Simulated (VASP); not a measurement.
# Conduction valleys of diamond-structure Si against volume: Γ, Δ and L levels from HSE06 with spin-orbit coupling

Every member of this series is elemental silicon in the diamond structure, with four equal covalent bonds per atom; only the bond length changes. We ask how fast the conduction levels at Γ, at L and in the Δ valley along Γ–X move with volume, and whether their order changes. This matters for devices because the lowest valley holds the electrons at low field, while the distance to the higher ones helps to set when hot electrons can reach them. The levels are HSE06 energies with spin-orbit coupling on evenly scaled LDA cells, counted from the valence-band top at Γ. Even scaling represents the volume part of a strain and leaves the equivalent Δ valleys degenerate.

## Systems and settings

The start is a typed prototype cell. The crystal was relaxed with LDA. It is scaled evenly about that cell, atoms relaxed with LDA. VASP 6.6.1, plane waves with PAW, cutoff 450 eV, no spin polarisation. Band edges are single points at HSE06 with spin-orbit coupling on these cells, k mesh 5×5×5, read on short lines of k points at the zone centre and through the valleys; energies are counted from the valence-band top at the zone centre.  All levels use the PAW data sets made with LDA.

Notes on method and selection:

- A valley's energy from the valence-band top holds the shift of that top as well as the shift of the valley.
- Runs that did not converge, have known faults or may not be shown are not listed, and runs on Ansatz's PAW sets soft_1 and soft_2 are kept to separate tables.

Columns:

- 100 ln(V/V0): 100 ln(V/V0), V0 the volume of the reference cell.
- Γ level (eV): lowest conduction level at Γ.
- Δ valley (eV): minimum of the conduction band along Γ–X.
- L valley (eV): conduction level at L.

## The series

| member | 100 ln(V/V0) | Γ level (eV) | Δ valley (eV) | L valley (eV) |
| --- | --- | --- | --- | --- |
| V/V0 = 0.94 | −6.19 | 3.349 | 1.006 | 2.555 |
| V/V0 = 0.96 | −4.08 | 3.341 | 1.050 | 2.473 |
| V/V0 = 0.98 | −2.02 | 3.331 | 1.090 | 2.392 |
| V/V0 = 1 | 0.00 | 3.321 | 1.129 | 2.313 |
| V/V0 = 1.02 | 1.98 | ? | ? | ? |
| V/V0 = 1.04 | 3.92 | 3.300 | 1.198 | 2.159 |
| V/V0 = 1.06 | 5.83 | 3.289 | 1.229 | 2.084 |

Cells marked ? are withheld until the estimate has been made.

Least-squares fits to the members shown, with x = 100 ln(V/V0); R² and errors in the fitted variable (y, or ln y where the fit is in ln y):

| y | members | fit | R² | rms residual | leave-one-out rms | the same for the mean of the others |
| --- | --- | --- | --- | --- | --- | --- |
| Γ level (eV) | 6 | y = 3.3197 − 0.0050491 x | 1.00 | 0.0012 | 0.0021 | 0.026 |
| Δ valley (eV) | 6 | y = 1.1248 + 0.018500 x | 1.00 | 0.0031 | 0.0053 | 0.094 |

## The trend and its physics

The order is Δ, then L, then Γ in all six complete rows, but the spacings change considerably. From V/V0 = 0.94 to 1.06 the volume coordinate grows by 5.83 + 6.19 = 12.02, which lengthens the bonds by about 4 %. The mean slopes, in eV per unit of 100 ln V (close to 1 % of volume), are:

- Δ: (1.229 − 1.006) / 12.02 = +0.0186
- L: (2.084 − 2.555) / 12.02 = −0.0392
- Γ: (3.289 − 3.349) / 12.02 = −0.0050

The L valley therefore moves about twice as fast as the Δ valley, and in the opposite direction. Their separation falls from 2.555 − 1.006 = 1.549 eV to 2.084 − 1.229 = 0.855 eV. This difference does not contain the shift of the valence-band top, so the approach of the two valleys is a real relative motion. L also draws away from Γ, by 0.794 eV at the smallest volume and 1.205 eV at the largest.

Bonding theory offers a reason for the main contrast, though the energies alone do not prove it. The L state has a large antibonding s part, and longer bonds weaken the overlap that pushes it up, so it falls on expansion. The lowest Γ level in silicon is p-like and antibonding, while the valence top is its p-like bonding partner. Their splitting also shrinks as the bonds lengthen, but much more slowly. The Δ state has less nearest-neighbour antibonding character. Mixing with higher d-like states, which grows on compression and pushes the valley down, may contribute to its opposite slope.

For silicon under pressure the consequence is a smaller indirect gap, since the Δ valley is the band edge and comes down as the volume shrinks.

## Prediction

Plain estimates from the members shown:

- V/V0 = 1.02, fit at x = 1.98: 3.310 eV
- V/V0 = 1.02, straight-line interpolation between V/V0 = 1 and V/V0 = 1.04: w = (1.98 − 0.00) / (3.92 − 0.00) = 0.505, so 3.321 + 0.505 × (3.300 − 3.321) = 3.310 eV

We use interpolation between V/V0 = 1 and 1.04, because the Γ level bends slightly and the straight fit to all members already lies 0.0013 eV too low at V/V0 = 1. A change of orbital character is not expected in this interval. The competing s-like antibonding level at Γ falls quickly with volume; had it become the lowest level by V/V0 = 1.04, the slope there should have steepened sharply, and it does not.

The straight interpolation gives 3.321 − 0.505 × 0.021 = 3.3104 eV. The bend follows from the mean slopes on the two sides of V0:

- compressed side: −0.028 / 6.19 = −0.00452
- expanded side: −0.032 / 5.83 = −0.00549

The midpoints of these intervals are (5.83 + 6.19) / 2 = 6.01 apart, so the curvature is (−0.00549 + 0.00452) / 6.01 = −0.00016 eV per unit squared. A curve of this sign lies above its chord by half the curvature times the distances to the two neighbours, 1.98 and 3.92 − 1.98 = 1.94, here 0.5 × 0.00016 × 1.98 × 1.94 = 0.0003 eV. The result is 3.3104 + 0.0003 = 3.3107 eV.

The same route for V/V0 = 0.98, from its neighbours at 0.96 and 1, gives 3.341 + 0.505 × (3.321 − 3.341) + 0.0003 = 3.3312 eV against the tabulated 3.331 eV. Over the four interior members shown, the largest miss is about 0.0008 eV, at V/V0 = 0.96. With the rounding of the table included, we take 0.001 eV as one standard deviation.

**Committed estimate, V/V0 = 1.02: Γ level = 3.311 ± 0.001 eV.**

## Check

| member | 100 ln(V/V0) | Γ level (eV) | Δ valley (eV) | L valley (eV) |
| --- | --- | --- | --- | --- |
| V/V0 = 1.02 | 1.98 | 3.311 | 1.164 | 2.235 |

| member | estimate | Γ level (eV) | computed | estimate − computed | miss in error bars |
| --- | --- | --- | --- | --- | --- |
| V/V0 = 1.02 | committed | 3.311 | 3.311 | 0.000 | 0.0 |
| V/V0 = 1.02 | fit | 3.310 | 3.311 | −0.001 |  |
| V/V0 = 1.02 | interpolation | 3.310 | 3.311 | −0.001 |  |

The estimate of 3.311 eV agrees with the computed level to the last printed digit and so lies inside its error bar of 0.001 eV. The straight fit and the straight interpolation both come out 0.001 eV lower. That margin is no more than the rounding of the table, so the small correction for the bend, 0.0003 eV, is neither confirmed nor refuted.

What held is the assumption of a smooth course between V/V0 = 1 and 1.04. The level falls by 0.010 eV up to the new member and by 0.011 eV after it, with no sign of the s-like antibonding level taking over as the lowest state at Γ. This fits a p-like level that moves slowly against the valence top, though a smooth course alone does not identify the orbitals.

The other two valleys also fall into line at V/V0 = 1.02. The order Δ, L, Γ is therefore the same in all seven rows.

## Members off the line

Least-squares fits to the whole series, with x = 100 ln(V/V0); R² and errors in the fitted variable (y, or ln y where the fit is in ln y):

| y | members | fit | R² | rms residual | leave-one-out rms | the same for the mean of the others |
| --- | --- | --- | --- | --- | --- | --- |
| Γ level (eV) | 7 | y = 3.3199 − 0.0050252 x | 1.00 | 0.0012 | 0.0020 | 0.024 |
| Δ valley (eV) | 7 | y = 1.1252 + 0.018547 x | 1.00 | 0.0030 | 0.0049 | 0.087 |

Largest departures from the fit to the whole series:

| member | Γ level (eV) | fit | computed − fit | in rms residuals |
| --- | --- | --- | --- | --- |
| V/V0 = 0.94 | 3.349 | 3.351 | −0.002 | 1.7 |
| V/V0 = 1.06 | 3.289 | 3.291 | −0.002 | 1.3 |
| V/V0 = 1 | 3.321 | 3.320 | +0.001 | 0.9 |
| V/V0 = 1.02 | 3.311 | 3.310 | +0.001 | 0.9 |

None of the seven members stands out. The two end members, V/V0 = 0.94 and 1.06, each lie 0.002 eV below the straight fit, while those at 1 and 1.02 lie 0.001 eV above it, which is the pattern a straight line leaves on a gently bent curve. The Γ level falls faster on the expanded side, by 0.032 eV from V/V0 = 1 to 1.06 against 0.028 eV from 0.94 to 1, although the expanded side covers the shorter interval in ln V.

## Rules of thumb and their limits

Between V/V0 = 0.94 and 1.06 the Δ valley stays lowest and rises on expansion, while L and Γ fall. For a new volume inside this range, the straight fits are good to about 0.002 eV for Γ and 0.005 eV for Δ, judged by leaving one member out.

For device models, the fitted Δ slope gives a volume deformation potential of the indirect gap of 100 × 0.018547 = 1.85 eV. A compression of 1 % in volume thus narrows the gap by about 0.019 eV. This is a relative value and cannot serve as the shift of the conduction edge alone.

Lattice vibrations are left out. They lower the indirect gap of silicon, so the levels here are those of a static lattice. A lowering common to all volumes would leave the slope of the Δ valley unchanged; only its variation with volume would alter the deformation potential.
